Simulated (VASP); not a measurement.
Method: PBE GGA, VASP's PBE PAW potentials (set 64) (plane waves; VASP).

The input files of a VASP run:

INCAR:
```
SYSTEM = NbTi23O48
PREC = Normal
ENCUT = 400
EDIFF = 1E-5
NELM = 100
ALGO = Fast
LREAL = Auto
LASPH = .TRUE.
ISMEAR = 0
SIGMA = 0.05
GGA = PE
LMAXMIX = 4
LWAVE = .FALSE.
LCHARG = .FALSE.
NELMIN = 4
ISYM = 0
NELECT = 394.0
IBRION = 2
ISIF = 2
NSW = 60
EDIFFG = -0.03
```

POSCAR:
```
NbTi23O48
1.0
  9.3112496639   0.0000000000   0.0000000000
  0.0000000000   9.3112496639   0.0000000000
  0.0000000000   0.0000000000   8.9060270283
Ti O Nb
23 48 1
Cart
  0.0000000000   0.0000000000   0.0000000000
  2.3278124160   2.3278124160   1.4843408067
  0.0000000000   0.0000000000   2.9686727074
  2.3278124160   2.3278124160   4.4530135142
  0.0000000000   0.0000000000   5.9373543209
  2.3278124160   2.3278124160   7.4216862216
  0.0000000000   4.6556248319   0.0000000000
  2.3278124160   6.9834372479   1.4843408067
  0.0000000000   4.6556248319   2.9686727074
  2.3278124160   6.9834372479   4.4530135142
  0.0000000000   4.6556248319   5.9373543209
  2.3278124160   6.9834372479   7.4216862216
  4.6556248319   0.0000000000   0.0000000000
  6.9834372479   2.3278124160   1.4843408067
  4.6556248319   0.0000000000   2.9686727074
  6.9834372479   2.3278124160   4.4530135142
  4.6556248319   0.0000000000   5.9373543209
  6.9834372479   2.3278124160   7.4216862216
  4.6940989156   4.6193761370   8.8914300500
  6.9834372479   6.9834372479   1.4843408067
  6.9834372479   6.9834372479   4.4530135142
  4.6130165535   4.6876089745   5.9434104193
  6.9834372479   6.9834372479   7.4216862216
  1.4199655737   1.4199655737   0.0000000000
  3.7477779897   0.9078468422   1.4843408067
  0.9078468422   3.7477779897   1.4843408067
  3.2356592582   3.2356592582   0.0000000000
  1.4199655737   1.4199655737   2.9686727074
  3.7477779897   0.9078468422   4.4530135142
  0.9078468422   3.7477779897   4.4530135142
  3.2684069233   3.2126604715   2.9354799447
  1.4199655737   1.4199655737   5.9373543209
  3.7477779897   0.9078468422   7.4216862216
  0.9078468422   3.7477779897   7.4216862216
  3.2356592582   3.2356592582   5.9373543209
  1.4199655737   6.0755904057   0.0000000000
  3.7231962906   5.5997296804   1.5027851887
  0.9078468422   8.4034028217   1.4843408067
  3.2356592582   7.8912840902   0.0000000000
  1.4199655737   6.0755904057   2.9686727074
  3.7933193118   5.5925320844   4.4511610605
  0.9078468422   8.4034028217   4.4530135142
  3.2356592582   7.8912840902   2.9686727074
  1.4199655737   6.0755904057   5.9373543209
  3.7477779897   5.5634716742   7.4216862216
  0.9078468422   8.4034028217   7.4216862216
  3.2356592582   7.8912840902   5.9373543209
  6.0755904057   1.4199655737   0.0000000000
  8.4034028217   0.9078468422   1.4843408067
  5.6066944951   3.7429826961   1.4734843598
  7.8912840902   3.2356592582   0.0000000000
  6.0755904057   1.4199655737   2.9686727074
  8.4034028217   0.9078468422   4.4530135142
  5.5633133829   3.7279170942   4.4749401527
  7.8912840902   3.2356592582   2.9686727074
  6.0755904057   1.4199655737   5.9373543209
  8.4034028217   0.9078468422   7.4216862216
  5.5634716742   3.7477779897   7.4216862216
  7.8912840902   3.2356592582   5.9373543209
  6.0755904057   6.0755904057   0.0000000000
  8.4034028217   5.5634716742   1.4843408067
  5.5634716742   8.4034028217   1.4843408067
  7.8912840902   7.8912840902   0.0000000000
  6.0818475655   6.0497703104   2.9528466974
  8.4034028217   5.5634716742   4.4530135142
  5.5634716742   8.4034028217   4.4530135142
  7.8912840902   7.8912840902   2.9686727074
  6.0755904057   6.0755904057   5.9373543209
  8.4034028217   5.5634716742   7.4216862216
  5.5634716742   8.4034028217   7.4216862216
  7.8912840902   7.8912840902   5.9373543209
  4.6517141071   4.6761933825   3.0148148335
```

### KPOINTS
```
kpoints
0
Gamma
1 1 1
```

POTCAR, in this order: Ti O Nb_sv (PBE.64 set). Program: vasp_gam.

Q: What will the output report for the number of irreducible k-points (NKPTS), largest plane-wave count, FFT grid (NGX, NGY, NGZ)?

A: 
| Property | Result |
|---|---|
| number of irreducible k-points (NKPTS) | 1 |
| largest plane-wave count | 6997 |
| FFT grid (NGX, NGY, NGZ) | 48 × 48 × 48 |

The cell is a supercell with a defect, built from TiO2 (rutile): Nb_Ti, charge -1. The run is not spin-polarised, so no state with unpaired spins was tried.
